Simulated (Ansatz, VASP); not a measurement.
# C (amorphous film on crystalline C, (100)): VASP beside Ansatz

Aim: how closely do two programs agree when they are given the same cell, functional and k mesh? The cell is taken from a series of runs on this material, whose earlier steps may have relaxed, scaled, displaced or heated it; both programs get it as it stands.

Program: Ansatz 0.2.0. Level of theory: plane waves, with VASP 6.6.1 beside it; RPBE. Results are calculated unless marked as measured.

## Step 1: The starting structure

The cell holds 216 atoms: 216 C. Cell: a = 10.698 Å, b = 10.698 Å, c = 22.983 Å, α = 90.0°, β = 90.0°, γ = 90.0°. It derives from C (diamond C). As first built, before any earlier steps moved the atoms or strained the cell (in the runner's words): A 3 x 3 x 3 block of diamond C (a = 3.566 A) with its (100) planes normal to z; the lower 33 % held fixed, the rest melted at 8000 K for 10 ps and cooled to 300 K at 100 K/ps with the Tersoff potential (Tersoff, Phys. Rev. B 39, 5566 (1989)); then all atoms free for 10 ps at 300 K, under. . Vacuum lies along c.

## Step 2: VASP: single point, RPBE

A single point takes one fixed geometry, so differences don't come from the geometry; what else differs is listed under the comparison.

Lines of VASP's logs that name or quote its potential files are left out, and so is its time.

INCAR

```
SYSTEM = C
PREC = Accurate
ENCUT = 520
EDIFF = 1E-06
NELM = 120
ISMEAR = 0
SIGMA = 0.05
LREAL = Auto
ALGO = Normal
GGA = RP
NBANDS = 583
LORBIT = 11
LWAVE = .FALSE.
LCHARG = .FALSE.
ISIF = 2
LASPH = .TRUE.
GGA_COMPAT = .FALSE.
```

POSCAR

```
C
1.0
   10.6980000000      0.0000000000      0.0000000000
    0.0000000000     10.6980000000      0.0000000000
    0.0000000000      0.0000000000     22.9832900000
C
216
Direct
    0.0531400000      0.1298200000      0.9033200000
    0.1716500000      0.1827800000      0.9320400000
    0.0963000000      0.2580600000      0.9768800000
    0.1711700000      0.3398000000      0.0165100000
    0.2567700000      0.0951300000      0.9712300000
    0.3390200000      0.1783500000      0.0151600000
    0.2276700000      0.3010800000      0.9051100000
    0.3411200000      0.3481500000      0.9389500000
    0.1361600000      0.3925100000      0.9025800000
    0.1764800000      0.5127800000      0.9345300000
    0.0841600000      0.5877500000      0.9737000000
    0.1678800000      0.6812100000      0.0159400000
    0.2599300000      0.4368800000      0.9792500000
    0.3324300000      0.5188200000      0.0201300000
    0.2232100000      0.6348000000      0.9076200000
    0.3363200000      0.6882500000      0.9395100000
    0.1305100000      0.7262000000      0.9060000000
    0.1807900000      0.8417100000      0.9363900000
    0.0873300000      0.9302600000      0.9703100000
    0.1682100000      0.0101600000      0.0106700000
    0.2573800000      0.7647800000      0.9841300000
    0.3406800000      0.8494800000      0.0241400000
    0.2982800000      0.8937500000      0.9085000000
    0.3484700000      0.0082300000      0.9388500000
    0.4641300000      0.0624800000      0.9105300000
    0.5081900000      0.1838500000      0.9391800000
    0.4179400000      0.2590600000      0.9793700000
    0.5056000000      0.3509600000      0.0223300000
    0.5980400000      0.1105100000      0.9817900000
    0.6791100000      0.1934900000      0.0197200000
[... 180 atom lines left out ...]
    0.5383200000      0.8677600000      0.3464600000
    0.7955500000      0.4046500000      0.3772100000
    0.9814000000      0.4960100000      0.3075700000
    0.0483200000      0.2354700000      0.2272900000
    0.6857000000      0.3519000000      0.3392200000
    0.9982200000      0.6531600000      0.1529500000
```

KPOINTS

```
Automatic mesh
0
Gamma
1 1 1
0 0 0
```

The projector-augmented-wave data sets are C (PBE family, release 64).

Run with:

```bash
$ export OMP_NUM_THREADS=3
$ mpirun -np 1 vasp_gam
```

Numbers of over 12 decimals in the logs are rounded to 6 here.

The log of the run:

```text
[banner, memory and clock lines left out]
running    1 mpi-ranks, on    1 nodes
[...]
Offloading initialized ...    1 GPUs detected
[...]
|                                                                             |
|               ----> ADVICE to this user running VASP <----                  |
|                                                                             |
|     You enforced a specific xc type in the INCAR file but a different       |
|     [... a line on the potential file left out ...]
|     I HOPE YOU KNOW WHAT YOU ARE DOING!                                     |
|                                                                             |

 LDA part: xc-table for (Slater+PW92), standard interpolation
 POSCAR, INCAR and KPOINTS ok, starting setup
[...]
entering main loop
       N       E                     dE             d eps       ncg     rms          rms(c)
DAV:   1     0.630186562951E+04    0.63019E+04   -0.48346E+05  1166   0.142E+03
DAV:   2    -0.106773766621E+04   -0.73696E+04   -0.69565E+04  1445   0.333E+02
DAV:   3    -0.168102990170E+04   -0.61329E+03   -0.59088E+03  1404   0.925E+01
DAV:   4    -0.170651558775E+04   -0.25486E+02   -0.25277E+02  1516   0.195E+01
[...]
DAV:  36    -0.163823810520E+04   -0.42657E-05   -0.27500E-07   860   0.387E-04    0.419E-04
DAV:  37    -0.163823810676E+04   -0.15603E-05   -0.13433E-07   844   0.273E-04    0.316E-04
DAV:  38    -0.163823810736E+04   -0.59555E-06   -0.74463E-08   820   0.199E-04
   1 F= -.16382381E+04 E0= -.16381880E+04  d E =-.100126E+00
```

OUTCAR, selected parts (step 2):

```text
  FREE ENERGIE OF THE ION-ELECTRON SYSTEM (eV)
  ---------------------------------------------------
  free  energy   TOTEN  =     -1638.2381073587 eV

  energy  without entropy=    -1638.1379815720  energy(sigma->0) =    -1638.18804447
```

## Step 3: Ansatz: single point, RPBE

Ansatz runs on its default PAW (the set named soft_2) files.

The same cell, functional, mesh and smearing now go to Ansatz, which takes its cutoff from its data sets.

input.yaml

```yaml
crystal:
  lattice:
    - [10.698, 0.0, 0.0]
    - [0.0, 10.698, 0.0]
    - [0.0, 0.0, 22.98329]
  atoms:
    - { symbol: C, position: [0.05314, 0.12982, 0.90332] }
    - { symbol: C, position: [0.17165, 0.18278, 0.93204] }
    - { symbol: C, position: [0.0963, 0.25806, 0.97688] }
    - { symbol: C, position: [0.17117, 0.3398, 0.01651] }
    - { symbol: C, position: [0.25677, 0.09513, 0.97123] }
    - { symbol: C, position: [0.33902, 0.17835, 0.01516] }
    - { symbol: C, position: [0.22767, 0.30108, 0.90511] }
    - { symbol: C, position: [0.34112, 0.34815, 0.93895] }
    - { symbol: C, position: [0.13616, 0.39251, 0.90258] }
    - { symbol: C, position: [0.17648, 0.51278, 0.93453] }
    - { symbol: C, position: [0.08416, 0.58775, 0.9737] }
    - { symbol: C, position: [0.16788, 0.68121, 0.01594] }
    - { symbol: C, position: [0.25993, 0.43688, 0.97925] }
    - { symbol: C, position: [0.33243, 0.51882, 0.02013] }
    - { symbol: C, position: [0.22321, 0.6348, 0.90762] }
    - { symbol: C, position: [0.33632, 0.68825, 0.93951] }
    - { symbol: C, position: [0.13051, 0.7262, 0.906] }
    - { symbol: C, position: [0.18079, 0.84171, 0.93639] }
    - { symbol: C, position: [0.08733, 0.93026, 0.97031] }
    - { symbol: C, position: [0.16821, 0.01016, 0.01067] }
    - { symbol: C, position: [0.25738, 0.76478, 0.98413] }
    - { symbol: C, position: [0.34068, 0.84948, 0.02414] }
    - { symbol: C, position: [0.29828, 0.89375, 0.9085] }
    - { symbol: C, position: [0.34847, 0.00823, 0.93885] }
    - { symbol: C, position: [0.46413, 0.06248, 0.91053] }
    - { symbol: C, position: [0.50819, 0.18385, 0.93918] }
    - { symbol: C, position: [0.41794, 0.25906, 0.97937] }
    - { symbol: C, position: [0.5056, 0.35096, 0.02233] }
    - { symbol: C, position: [0.59804, 0.11051, 0.98179] }
    - { symbol: C, position: [0.67911, 0.19349, 0.01972] }
[... 180 atom lines left out ...]
    - { symbol: C, position: [0.53832, 0.86776, 0.34646] }
    - { symbol: C, position: [0.79555, 0.40465, 0.37721] }
    - { symbol: C, position: [0.9814, 0.49601, 0.30757] }
    - { symbol: C, position: [0.04832, 0.23547, 0.22729] }
    - { symbol: C, position: [0.6857, 0.3519, 0.33922] }
    - { symbol: C, position: [0.99822, 0.65316, 0.15295] }
kpoints:
  mp_grid: { grid: [1, 1, 1] }
hamiltonian:
  xc: rpbe
scf:
  occupations: { method: gaussian, width: 0.05 }
output:
  forces: true
  eigenvalues: true
```

Run with:

```bash
$ ansatz run input.yaml --threads 4 --pin off --max-ram 8192MiB --backend cpu --events-out ev --progress --plain --runs-dir out
```

The log of the run:

```text
Engine: ansatz 0.2.0, x86_64-unknown-linux-gnu
Pseudopotentials: kind: paw
Pseudopotential: C, paw, valence charge 4, recommended cutoff 420 eV (normal), C.paw.azcp
Functional definition: RPBE
  parameter kappa = 0.804
  parameter beta = 0.066725
  exchange = rpbe_x(kappa = kappa, mu = beta*pi^2/3)
  correlation = pbe_c(beta = beta)
Crystal: 216 atoms, lattice volume = 2630.373 Å³
Basis set: ecut = 420 eV, 51353 PW (Γ), exchange–correlation on 144×144×320 points (8 copies of the dense FFT grid, shifted against one another)
Bands: 648, of which v1, the nominal top of the filled ones, is band 432 counted from 1 (431 counted from 0)
Symmetry: 1 space group operations
Space group: P1 (ITA 1), of the structure as read, at distance tolerance 1.4e-4 Å
k-points: 1
Non-local potential: C, projectors of the file, l = 0: 2, l = 1: 2, l = 2: 1
PAW form: soft (Blöchl's): semilocal exchange-correlation on the pseudo side does not see the compensation charge
PAW frozen core: C, regenerated for the run's functional, and the local potential with it (the file was generated under x = pbe(κ = 0.804, μ = 0.219515), c = pbe(β = 0.066725))
PAW one-centre angular grid: C, 110 points (default); XC on 64 Gauss nodes
Initial density: superposition of atomic densities (neutral atoms: chi_scale 0, normalization atom), corrected by the library's trained network
Initial wavefunctions: pseudopotential atomic-orbital guess
Functional: x = rpbe, c = pbe(β = 0.066725)
SCF iter   1: F=—  HF=-54224.103388 eV  |F-HF|=—  |Δ(HF+E_count)|=         —  Δρ=2.44e-2  dr2=1.55e2  ethr=1.77e-3  ⟨swp⟩=7.0  Hψ=3275  notcnv=0  defer=147
preconditioner: auto → LDOS  [metal: Δε(μ)=0.024 eV  Ē_g=13.574 eV  σ=0.050 eV  W_gap=0.26  n_scr=508 (ndim 8)  ℏωp=21.3 eV  f_vac=0.331  D(μ)=63.00/eV (n_scr^D=394)  β→1.0]
SCF iter   2: F=—  HF=-54220.083164 eV  |F-HF|=—  |Δ(HF+E_count)|=    4.02e0  Δρ=1.22e-2  dr2=7.89e0  ethr=1.77e-3  ⟨swp⟩=3.0  Hψ=1088  notcnv=0  defer=202
SCF iter   3: F=—  HF=-54219.528449 eV  |F-HF|=—  |Δ(HF+E_count)|=   5.55e-1  Δρ=5.22e-3  dr2=1.55e0  ethr=9.14e-4  ⟨swp⟩=3.0  Hψ=718  notcnv=0  defer=202
SCF iter   4: F=—  HF=-54219.401826 eV  |F-HF|=—  |Δ(HF+E_count)|=   1.27e-1  Δρ=2.38e-3  dr2=3.07e-1  ethr=1.80e-4  ⟨swp⟩=4.0  Hψ=794  notcnv=0  defer=202
SCF iter   5: F=—  HF=-54219.386935 eV  |F-HF|=—  |Δ(HF+E_count)|=   1.49e-2  Δρ=1.51e-3  dr2=1.08e-1  ethr=3.56e-5  ⟨swp⟩=3.0  Hψ=801  notcnv=0  defer=198
SCF iter   6: F=—  HF=-54219.378707 eV  |F-HF|=—  |Δ(HF+E_count)|=   8.23e-3  Δρ=9.02e-4  dr2=3.89e-2  ethr=1.25e-5  ⟨swp⟩=2.0  Hψ=769  notcnv=0  defer=198
SCF iter   7: F=—  HF=-54219.375670 eV  |F-HF|=—  |Δ(HF+E_count)|=   3.04e-3  Δρ=4.91e-4  dr2=1.11e-2  ethr=4.51e-6  ⟨swp⟩=2.0  Hψ=764  notcnv=0  defer=198
SCF iter   8: F=—  HF=-54219.375252 eV  |F-HF|=—  |Δ(HF+E_count)|=   4.18e-4  Δρ=2.99e-4  dr2=4.17e-3  ethr=1.28e-6  ⟨swp⟩=2.0  Hψ=848  notcnv=0  defer=198
SCF iter   9: F=—  HF=-54219.375124 eV  |F-HF|=—  |Δ(HF+E_count)|=   1.28e-4  Δρ=1.82e-4  dr2=1.60e-3  ethr=4.82e-7  ⟨swp⟩=2.0  Hψ=561  notcnv=0  defer=198
SCF iter  10: F=—  HF=-54219.375117 eV  |F-HF|=—  |Δ(HF+E_count)|=   7.02e-6  Δρ=1.05e-4  dr2=5.62e-4  ethr=1.85e-7  ⟨swp⟩=2.0  Hψ=570  notcnv=0  defer=198
SCF iter  11: F=—  HF=-54219.375123 eV  |F-HF|=—  |Δ(HF+E_count)|=   6.54e-6  Δρ=6.50e-5  dr2=2.25e-4  ethr=6.51e-8  ⟨swp⟩=2.0  Hψ=675  notcnv=0  defer=198
SCF iter  12: F=—  HF=-54219.375118 eV  |F-HF|=—  |Δ(HF+E_count)|=   4.96e-6  Δρ=3.56e-5  dr2=6.31e-5  ethr=2.61e-8  ⟨swp⟩=2.0  Hψ=771  notcnv=0  defer=198
SCF iter  13: F=—  HF=-54219.377064 eV  |F-HF|=—  |Δ(HF+E_count)|=   1.95e-3  Δρ=1.92e-5  dr2=1.84e-5  ethr=7.30e-9  ⟨swp⟩=2.0  Hψ=649  notcnv=0  defer=198
SCF iter  14: F=—  HF=-54219.377066 eV  |F-HF|=—  |Δ(HF+E_count)|=   1.95e-6  Δρ=1.00e-5  dr2=5.14e-6  ethr=2.13e-9  ⟨swp⟩=2.0  Hψ=884  notcnv=0  defer=198
SCF iter  15: F=—  HF=-54219.377066 eV  |F-HF|=—  |Δ(HF+E_count)|=   4.44e-8  Δρ=5.80e-6  dr2=1.55e-6  ethr=5.95e-10  ⟨swp⟩=2.0  Hψ=773  notcnv=0  defer=198
SCF iter  16: F=—  HF=-54219.377066 eV  |F-HF|=—  |Δ(HF+E_count)|=   6.34e-8  Δρ=3.74e-6  dr2=6.03e-7  ethr=1.79e-10  ⟨swp⟩=2.0  Hψ=688  notcnv=0  defer=198
SCF iter  17: F=—  HF=-54219.377066 eV  |F-HF|=—  |Δ(HF+E_count)|=   6.65e-8  Δρ=2.22e-6  dr2=2.02e-7  ethr=6.98e-11  ⟨swp⟩=2.0  Hψ=769  notcnv=0  defer=198
SCF iter  18: F=-54219.377066 eV  HF=-54219.377066 eV  |F-HF|=3.28e-8  |Δ(HF+E_count)|=   1.22e-8  Δρ=1.23e-6  dr2=6.01e-8  ethr=1.16e-11  ⟨swp⟩=33.0  Hψ=4799  notcnv=0
SCF 1 converged in 18 iterations: F = -54219.377066 eV  dr2 = 6.01e-8
  greatest PAW one-centre occupation: 0.707 electrons in one spin orbital (limit 2), on the C atom at site 136 (counted from 0), in its partial waves of l = 0
SCF converged after 18 iterations
Free energy (F): -54219.377066 eV
Harris-Foulkes:  -54219.377066 eV  (|F-HF|=3.28e-8)
Internal energy: -54219.277018 eV  (E = F + TS)
[...]
atom 169  C     -0.28825553     1.19212801     1.96124104
  atom 170  C      0.37030116     0.90566118    -1.28995515
  atom 171  C      0.00890781    -0.03003102    -0.00347455
  atom 172  C      0.11799387     0.05127984     0.04302061
  atom 173  C      0.00496803     0.04225506     0.04285356
  atom 174  C      0.02617791     0.02978319     0.09742156
  atom 175  C      0.99558648     0.61981343    -1.73935408
  atom 176  C      0.05217120     0.00270227    -0.11398051
  atom 177  C     -0.25522254     0.54229115     2.30460686
  atom 178  C      0.03931419     0.02478574     0.01892004
  atom 179  C     -0.13187937     0.02140745    -0.01952396
  atom 180  C     -0.02146612     0.04383311    -0.04509776
  atom 181  C      0.11587696    -0.29698488     0.30968341
  atom 182  C      0.08338199    -0.00257854     0.06085325
  atom 183  C     -0.00696737     0.15408327     0.09434787
  atom 184  C      0.40199945    -0.29497074    -1.01586499
  atom 185  C      2.68515561     1.98158839    -0.93901124
  atom 186  C     -0.24426478     0.58346803    -2.37157580
  atom 187  C     -0.09055137    -0.00679542    -0.09706966
  atom 188  C      0.13345714     0.15085440     0.04707875
  atom 189  C      1.40832937     0.97698318     3.57174418
  atom 190  C     -0.02369415    -0.02658614     0.00899478
  atom 191  C     -0.03687422    -0.02618410    -0.01624506
  atom 192  C     -0.52196801     0.11140842     0.10836267
[...]
atom 209  C      0.02065608     0.00101914    -0.01887541
  atom 210  C     -0.33926382    -0.14086512    -0.19175801
  atom 211  C      0.04895414     0.02917024     0.01454377
  atom 212  C      0.05344082     0.00880862    -0.02364767
  atom 213  C     -0.17462557    -0.19168125    -0.12646304
  atom 214  C      0.03582575    -0.49840964     0.16931078
  atom 215  C     -0.02233660     0.08447960    -0.00492675
  atom 216  C     -0.12776452     0.68213349    -3.34762869
  max |Σ_I F_I| component: 3.71e-5 eV/Å
--- Band table (eV) ---
  k-point 0: bands = [... 428 lower, 3.6372, 3.6662, 3.7305, 3.7625, 3.7738, 3.8012, 3.8197, 3.8573, ... 212 higher]
```

Reading the cycles: dr2 is the Hartree energy of the density residual (eV), the measure of convergence; HF is the Harris–Foulkes estimate of the energy, which meets the free energy F at convergence.

## Step 4: Differences

Known differences besides the potentials themselves: the cutoff is 420 eV in Ansatz and 520 eV in VASP (PREC = Accurate, projectors in real space); Ansatz makes its cores anew for this functional, VASP keeps those of its PBE data sets. Total energies have different zeros and are not compared.

Forces on 10 of the 216 atoms, those with the largest forces and the largest differences (eV/Å; atoms numbered as in POSCAR):

```
atom         Ansatz x, y, z           VASP x, y, z
  C1   0.681, -0.589, 0.077   0.735, -0.626, 0.047
  C3   -1.228, 1.292, 5.491   -1.233, 1.300, 5.477
 C21   -0.477, 0.555, 4.609   -0.474, 0.571, 4.616
 C23   -0.631, 0.570, 0.094   -0.680, 0.613, 0.061
 C37   -0.366, 0.389, 4.800   -0.361, 0.388, 4.807
 C39   -0.658, 0.574, 0.102   -0.703, 0.624, 0.071
 C43   -0.134, 0.076, 4.334   -0.138, 0.074, 4.334
 C53   -0.105, 0.188, 4.399   -0.107, 0.184, 4.398
 C59   1.363, -1.178, 5.593   1.362, -1.196, 5.594
 C79  -2.791, -3.889, 0.497  -2.802, -3.892, 0.479
```

The forces differ by 19 meV/Å r.m.s., which is 1.9 % of the r.m.s. force of 0.997 eV/Å (both taken over all components). Where the cell holds vacuum, a pressure given here is an average over it and none of the material.

## Step 5: Outcome

```json
{
 "r.m.s. force difference (single point, RPBE)": "1.9 % of the r.m.s. force"
}
```

What this shows: The r.m.s. force difference is 1.9 % of the r.m.s. force (single point, RPBE), within the 3 % picked in this series as the mark of a large difference. How closely two codes agree says nothing of how well the functional describes the real material.

[Lines on the potential files, build, host, timing and source positions are cut from VASP's logs without a mark.]

[Logs are printed without paths, hosts, clocks, repeated set-up lines and the standing remarks that a program may print on its own settings, such as how far it seeks lower states.]

[Hosts, paths, dates, database ids (printed as entryN), source tags and the programs' standing remarks are cut or masked in the printed files.]
